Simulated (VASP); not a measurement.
Energy against volume of KBr (rock salt). Computed with PBE GGA with D3 dispersion (Becke-Johnson damping), VASP's PBE PAW potentials (set 64) (plane waves; VASP). Numerical set-up: 520 eV cut-off, 7×7×7 Γ-centred mesh, Gaussian smearing of 0.050 eV, potentials K_sv Br.

```
V (Å³/atom)  E (eV/atom)
-----------  -----------
34.494          -3.31305
35.561          -3.31453
36.628          -3.31284
37.695          -3.30849
```

**Question.** Fit these four points and predict the energy of the run at 33.427 Å³/atom.

**Answer.** A cubic in V^(−2/3), the third-order Birch-Murnaghan form, passes through the four points with V0 = 35.49 Å³/atom and B0 = 16 GPa, and gives -3.3078 eV/atom there. The run gave -3.3078 eV/atom, +0.0 meV/atom from the fit; all five points give B0 = 16 GPa.

The compound is KBr in the rock salt structure. It was relaxed first.
